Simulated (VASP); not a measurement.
# Ti3BiO3 (Cmmm) in VASP: relaxation of cell and atoms with PBE

Aim: the relaxation of cell and atoms of Ti3BiO3 with PBE.

Everything below comes from runs of VASP 6.6.1. Logs are shortened: lines on timing, memory, paths and dates and some standing lists are left out, and cuts for length are marked.

## (1) The crystal as given

Symmetry: Cmmm, No. 65, orthorhombic system. The conventional cell has a = 4.733 Å, b = 8.037 Å, c = 6.345 Å, α = 90.00°, β = 90.00°, γ = 90.00°. Ti (site symmetry m2m) is surrounded by 1 O at 1.72 Å. Around Ti (site symmetry mmm) lie 4 O at 2.33 Å. Around Bi (site symmetry mmm) lie 2 Ti at 2.30 Å and 2 O at 2.37 Å. O (site symmetry 2/m) is surrounded by 2 Ti at 2.33 Å and 2 O at 2.37 Å. O (site symmetry mmm) is surrounded by 2 Ti at 1.72 Å.

The cell was built by a generator and needn't be a form met in nature.

## (2) Relaxation of cell and atoms, PBE

The input, INCAR:

```
SYSTEM = Ti3BiO3
ALGO     = Fast           ! electronic algorithm
EDIFF    = 1E-4           ! SCF threshold, eV
EDIFFG   = -0.08          ! ionic threshold
ENCUT    = 520            ! plane-wave cutoff, eV
GGA      = PE             ! functional
IBRION   = 2              ! ionic algorithm
ISIF     = 3              ! what is computed and relaxed
ISMEAR   = 0              ! smearing method
LASPH    = .True.         ! aspherical terms in the spheres
LCHARG   = .False.        ! write CHGCAR
LREAL    = .False.        ! projectors in reciprocal space
LWAVE    = .False.        ! write WAVECAR
NELM     = 60             ! most SCF steps
NSW      = 24             ! ionic steps
PREC     = Normal         ! precision mode
SIGMA    = 0.15           ! smearing width, eV
```

The input, KPOINTS:

```
k-points
0
Gamma
  4 4 2
  0 0 0
```

The input, POSCAR:

```
Ti3BiO3
1.0
    2.3665045800     -4.0183769800      0.0000000000
    2.3665045800      4.0183769800      0.0000000000
    0.0000000000      0.0000000000      6.3450234600
Ti Bi O
3 1 3
Direct
    0.7862878800      0.2137121200      0.5000000000
    0.2137121200      0.7862878800      0.5000000000
    0.5000000000      0.5000000000      0.0000000000
    0.5000000000      0.5000000000      0.5000000000
    0.0000000000      0.5000000000      0.0000000000
    0.5000000000      0.0000000000      0.0000000000
    0.0000000000      0.0000000000      0.5000000000
```

Potentials or basis: VASP PAW PBE potentials, release 64 (Ti_sv, Bi_d, O).

Run with:

```console
cat potpaw_PBE.64/Ti_sv/POTCAR potpaw_PBE.64/Bi_d/POTCAR potpaw_PBE.64/O/POTCAR > POTCAR
mpirun -np 1 vasp_std > vasp.out
```

OUTCAR:

```text
SYSTEM = Ti3BiO3
   EDIFF = 1E-4
   EDIFFG = -0.08
   ENCUT = 520
   GGA = PE
   IBRION = 2
   ISIF = 3
   ISMEAR = 0
   LASPH = .True.
   LREAL = .False.
   NELM = 60
   NSW = 24
   PREC = Normal

 ion  position               nearest neighbor table
   1  0.786  0.214  0.500-   7 1.72   4 2.30   2 2.44   2 2.44   4 2.92   4 2.92
   2  0.214  0.786  0.500-   7 1.72   4 2.30   1 2.44   1 2.44   4 2.92   4 2.92
   3  0.500  0.500  0.000-   5 2.33   6 2.33   6 2.33   5 2.33   4 3.17   4 3.17
   4  0.500  0.500  0.500-   1 2.30   2 2.30   7 2.37   7 2.37   2 2.92   2 2.92   1 2.92   1 2.92
                             3 3.17   3 3.17
   5  0.000  0.500  0.000-   3 2.33   3 2.33
   6  0.500  0.000  0.000-   3 2.33   3 2.33
   7  0.000  0.000  0.500-   1 1.72   2 1.72   4 2.37   4 2.37

  LATTYP: Found a base centered orthorhombic cell.
 ALAT       =     4.7330091600
 B/A-ratio  =     1.6980220592
 C/A-ratio  =     1.3405897275

  Lattice vectors:

 A1 = (   2.3665045800,  -4.0183769800,   0.0000000000)
 A2 = (   2.3665045800,   4.0183769800,   0.0000000000)
 A3 = (   0.0000000000,   0.0000000000,   6.3450234600)

Analysis of symmetry for initial positions (statically):
=====================================================================
 Subroutine PRICEL returns:
 Original cell was already a primitive cell.

 Routine SETGRP: Setting up the symmetry group for a
 base centered orthorhombic supercell.

 Subroutine GETGRP returns: Found  8 space group operations
 (whereof  8 operations were pure point group operations)
 out of a pool of  8 trial point group operations.

The static configuration has the point symmetry D_2h.

Analysis of symmetry for dynamics (positions and initial velocities):
=====================================================================
 Subroutine PRICEL returns:
 Original cell was already a primitive cell.

 Routine SETGRP: Setting up the symmetry group for a
 base centered orthorhombic supercell.

 Subroutine GETGRP returns: Found  8 space group operations
 (whereof  8 operations were pure point group operations)
 out of a pool of  8 trial point group operations.

The dynamic configuration has the point symmetry D_2h.

 Subroutine INISYM returns: Found  8 space group operations
 (whereof  8 operations are pure point group operations),
 and found     1 'primitive' translations

----------------------------------------------------------------------------------------

                                     Primitive cell

  volume of cell :     120.6761

  direct lattice vectors                    reciprocal lattice vectors
     2.366504580 -4.018376980  0.000000000     0.211282076 -0.124428346  0.000000000
     2.366504580  4.018376980  0.000000000     0.211282076  0.124428346  0.000000000
     0.000000000  0.000000000  6.345023460     0.000000000  0.000000000  0.157603830

  length of vectors
     4.663442664  4.663442664  6.345023460     0.245198957  0.245198957  0.157603830

  position of ions in fractional coordinates (direct lattice)
     0.786287880  0.213712120  0.500000000
     0.213712120  0.786287880  0.500000000
     0.500000000  0.500000000  0.000000000
     0.500000000  0.500000000  0.500000000
     1.000000000  0.500000000  0.000000000
     0.500000000  1.000000000  0.000000000
     0.000000000  0.000000000  0.500000000

  ion indices of the primitive-cell ions
   primitive index   ion index
                 1           1
                 2           2
                 3           3
                 4           4
                 5           5
                 6           6
                 7           7

----------------------------------------------------------------------------------------

 KPOINTS: k-points

Automatic generation of k-mesh.
 Grid dimensions read from file:
 generate k-points for:    4    4    2

 Generating k-lattice:

  Cartesian coordinates                     Fractional coordinates (reciprocal lattice)
     0.052820519 -0.031107086  0.000000000     0.250000000 -0.000000000  0.000000000
     0.052820519  0.031107086  0.000000000    -0.000000000  0.250000000  0.000000000
     0.000000000  0.000000000  0.078801915     0.000000000  0.000000000  0.500000000

  Length of vectors
     0.061299739  0.061299739  0.078801915

  Shift w.r.t. Gamma in fractional coordinates (k-lattice)
     0.000000000  0.000000000  0.000000000

 Subroutine IBZKPT returns following result:
 ===========================================

 Found     14 irreducible k-points:

 Following reciprocal coordinates:
            Coordinates               Weight
  0.000000  0.000000  0.000000      1.000000
  0.250000 -0.000000  0.000000      4.000000
  0.500000 -0.000000  0.000000      2.000000
  0.250000  0.250000  0.000000      2.000000
  0.500000  0.250000  0.000000      4.000000
 -0.250000  0.250000  0.000000      2.000000
  0.500000  0.500000  0.000000      1.000000
  0.000000  0.000000  0.500000      1.000000
  0.250000 -0.000000  0.500000      4.000000
  0.500000 -0.000000  0.500000      2.000000
  0.250000  0.250000  0.500000      2.000000
  0.500000  0.250000  0.500000      4.000000
 -0.250000  0.250000  0.500000      2.000000
  0.500000  0.500000  0.500000      1.000000
   k-points           NKPTS =     14   k-points in BZ     NKDIM =     14   number of bands    NBANDS=     41
   number of dos      NEDOS =    301   number of ions     NIONS =      7
   total plane-waves  NPLWV =  28224
   dimension x,y,z NGX =    28 NGY =   28 NGZ =   36
   dimension x,y,z NGXF=    56 NGYF=   56 NGZF=   72
   ions per type =               3   1   3
   NGX,Y,Z   is equivalent  to a cutoff of   9.98,  9.98,  9.43 a.u.
   NGXF,Y,Z  is equivalent  to a cutoff of  19.96, 19.96, 18.86 a.u.
 SYSTEM =  Ti3BiO3
   PREC   = normal    normal or accurate (medium, high low for compatibility)
   ISTART =      0    job   : 0-new  1-cont  2-samecut
   ICHARG =      2    charge: 1-file 2-atom 10-const
   ISPIN  =      1    spin polarized calculation?
   LNONCOLLINEAR =      F non collinear calculations
   LSORBIT =      F    spin-orbit coupling
   LASPH  =      T    aspherical Exc in radial PAW
   ENCUT  =  520.0 eV  38.22 Ry    6.18 a.u.   8.67  8.67 11.80*2*pi/ulx,y,z
   NELM   =     60;   NELMIN=  2; NELMDL= -5     # of ELM steps
   EDIFF  = 0.1E-03   stopping-criterion for ELM
   LREAL  =      F    real-space projection
   EDIFFG = -.8E-01   stopping-criterion for IOM
   NSW    =     24    number of steps for IOM
   IBRION =      2    ionic relax: 0-MD 1-quasi-New 2-CG
   NFREE  =      1    steps in history (QN), initial steepest desc. (CG)
   ISIF   =      3    stress and relaxation
   ISYM   =      2    0-nonsym 1-usesym 2-fastsym
   POTIM  = 0.5000    time-step for ionic-motion
   TEBEG  =    0.0;   TEEND  =   0.0 temperature during run
   PSTRESS=    0.0 pullay stress
   NELECT =      69.0000    total number of electrons
   NUPDOWN=      -1.0000    fix difference up-down
   EMIN   =  10.00;   EMAX   =-10.00  energy-range for DOS
   EFERMI =   0.00;   METHOD = LEGACY
   ISMEAR =     0;   SIGMA  =   0.15  broadening in eV -4-tet -1-fermi 0-gaus
   EFERMI_NEDOS =   21; number of points for ismear=-14 and -15
   IALGO  =     68    algorithm
   IMIX   =      4    mixing-type and parameters
     AMIX     =   0.40;   BMIX     =  1.00
     AMIX_MAG =   1.60;   BMIX_MAG =  1.00
  volume/ion in A,a.u.               =      17.24       116.34
  Fermi-wavevector in a.u.,A,eV,Ry     =   1.358785  2.567732 25.120395  1.846297
  Thomas-Fermi vector in A             =   2.485589
   LORBIT       =      0    0 simple, 1 ext, 2 COOP (PROOUT), +10 PAW based schemes
   GGA     = PE    functional components
   LHFCALC =     F    Hartree Fock is set to
   AEXX    =    0.0000 exact exchange contribution
   IVDW    =     0    specifies the selected vdW correction
   LEPSILON=     F    determine dielectric tensor
   LRPA    =     F    only Hartree local field effects (RPA)
 conjugate gradient relaxation of ions
 non-spin polarized calculation
 RMM-DIIS sequential band-by-band and
 Gauss-broadening in eV      SIGMA  =   0.15
  energy-cutoff  :      520.00
  volume of cell :      120.68
 maximum number of plane-waves:      3270
   NGX = 17   NGY = 17   NGZ = 23

--------------------------------------- Ionic step        1  -------------------------------------------

 number of electron      69.0000021 magnetization

 Free energy of the ion-electron system (eV)
  ---------------------------------------------------
  ext. energy  EPLUGINS =         0.00000000
  ---------------------------------------------------
  free energy    TOTEN  =       -41.14008723 eV

  energy without entropy =      -41.03180522  energy(sigma->0) =      -41.08594622

------------------------ aborting loop EDIFF was not reached (unconverged)  ----------------------------

  FORCE on cell =-STRESS in cart. coord.  units (eV):
  Direction    XX          YY          ZZ          XY          YZ          ZX
  --------------------------------------------------------------------------------------
  -------------------------------------------------------------------------------------
  Total       19.7968307     39.7445893    -11.6738284      0.0000000      0.0000000      0.0000000
  in kB      262.8360894    527.6759998   -154.9896274      0.0000000      0.0000000      0.0000000
  external PRESSURE =     211.8408206 kB  Pullay stress =       0.0000000 kB
[... 1353 lines left out ...]
     40       6.5397      0.00000
     41       7.2114      0.00000

[... ionic steps 4 to 11 ...]

--------------------------------------- Ionic step       12  -------------------------------------------

 number of electron      69.0000001 magnetization

------------------------ aborting loop because EDIFF is reached ----------------------------------------

  FORCE on cell =-STRESS in cart. coord.  units (eV):
  Direction    XX          YY          ZZ          XY          YZ          ZX
  --------------------------------------------------------------------------------------
  -------------------------------------------------------------------------------------
  Total       -0.8876649     -0.3177664      0.2521834      0.0000000      0.0000000      0.0000000
  in kB      -11.9408193     -4.2745768      3.3923567      0.0000000      0.0000000      0.0000000
  external PRESSURE =      -4.2743465 kB  Pullay stress =       0.0000000 kB
[... 67 lines left out ...]
  energy  without entropy=      -45.3896620433  energy(sigma->0) =      -45.42903049

--------------------------------------- Ionic step       14  -------------------------------------------

 number of electron      69.0000003 magnetization

 Free energy of the ion-electron system (eV)
  ---------------------------------------------------
  ext. energy  EPLUGINS =         0.00000000
  ---------------------------------------------------
  free energy    TOTEN  =       -45.48488500 eV

  energy without entropy =      -45.40553237  energy(sigma->0) =      -45.44520868

 E-fermi :   5.9486     XC(G=0): -10.2909

 val. band max:        5.9356523983   @ k =   0.2500  -0.0000   0.0000
 cond. band min:       5.9863810917   @ k =   0.2500  -0.0000   0.5000
 fundamental gap:      0.0507286934
 Fermi energy:         5.9486347710

 k-point     1 :       0.0000    0.0000    0.0000
  band No.  band energies     occupation
      1     -52.1092      2.00000
      2     -51.7558      2.00000
      3     -51.7029      2.00000
      4     -28.4163      2.00000
      5     -28.4125      2.00000
      6     -28.3234      2.00000
[... 639 lines left out ...]
  FREE ENERGIE OF THE ION-ELECTRON SYSTEM (eV)
  ---------------------------------------------------
  free  energy   TOTEN  =       -45.4848849970 eV

  energy  without entropy=      -45.4055323722  energy(sigma->0) =      -45.44520868

 reached required accuracy - stopping structural energy minimisation
```

It took 55 min on 1 thread of Intel Xeon Platinum 8375C at 2.90GHz (Ice Lake), shared host; peak memory 0.22 GiB.

Results:

```
Free energy                            : -45.4849 eV
Relaxed volume                         : 17.01 Å³/atom
Relaxed cell                           : a = 5.171 Å, b = 5.171 Å, c = 4.962 Å, α = 90.00°, β = 90.00°, γ = 116.17°
Space group after relaxing (to 0.05 Å) : Cmmm (No. 65)
Energy gained by relaxing              : 620.7 meV/atom
Ionic steps                            : 14
Pressure after relaxing                : -0.3 GPa
Largest force after relaxing           : 0.041 eV/Å
Band gap on the k mesh                 : none (metal or under the smearing width)
```

Forces in eV/Å, atoms in the order of the input:
```
Ti   0.000 -0.041  0.000
Ti   0.000  0.041  0.000
Ti   0.000  0.000  0.000
Bi   0.000  0.000  0.000
O    0.000  0.000  0.000
O    0.000  0.000  0.000
O    0.000  0.000  0.000
```

The path:
```tsv
step	energy change (eV)	largest force (eV/Å)	pressure (GPa)	volume (Å³)
1	0.0000	3.0110	21.18	120.68
2	3.4200	0.7246	-14.02	160.65
3	-1.4241	0.5811	-14.12	148.97
4	-2.0257	0.2646	-9.87	142.76
5	-2.2088	0.0216	-5.13	136.50
6	-3.3478	0.3328	-3.78	128.74
7	-0.0949	3.8012	34.17	101.56
8	-0.2403	0.4381	4.30	124.36
9	-3.7253	1.8043	8.40	113.43
10	-4.1716	1.3640	2.63	118.74
11	-3.9019	1.6818	-3.09	119.39
12	-4.3248	0.2378	-0.43	119.10
13	-4.3283	0.0895	-0.29	119.07
14	-4.3448	0.0412	-0.27	119.05
```

Final structure:
```cif
data_structure
_symmetry_space_group_name_H-M 'P 1'
_symmetry_Int_Tables_number 1
_cell_length_a 5.1706
_cell_length_b 5.1706
_cell_length_c 4.9618
_cell_angle_alpha 90.000
_cell_angle_beta 90.000
_cell_angle_gamma 116.173
_cell_volume 119.05
loop_
_atom_site_label
_atom_site_type_symbol
_atom_site_fract_x
_atom_site_fract_y
_atom_site_fract_z
_atom_site_occupancy
Ti1 Ti 0.79556 0.20444 0.50000 1
Ti2 Ti 0.20444 0.79556 0.50000 1
Ti3 Ti 0.50000 0.50000 0.00000 1
Bi1 Bi 0.50000 0.50000 0.50000 1
O1 O 0.00000 0.50000 0.00000 1
O2 O 0.50000 0.00000 0.00000 1
O3 O 0.00000 0.00000 0.50000 1
```

Caveat: the k mesh is coarse (spacing up to 0.50 Å⁻¹), so the values aren't converged; spin-orbit coupling is left out, which moves the levels of the heavy elements; an odd number of electrons without spin polarisation forces a metal; a magnetic or distorted state may lie lower; semilocal functionals often make such compounds metallic where correlation or magnetic order opens a gap, which also shifts bond lengths; the relaxation stopped at a loose force limit of 0.08 eV/Å, so its end isn't a converged minimum.
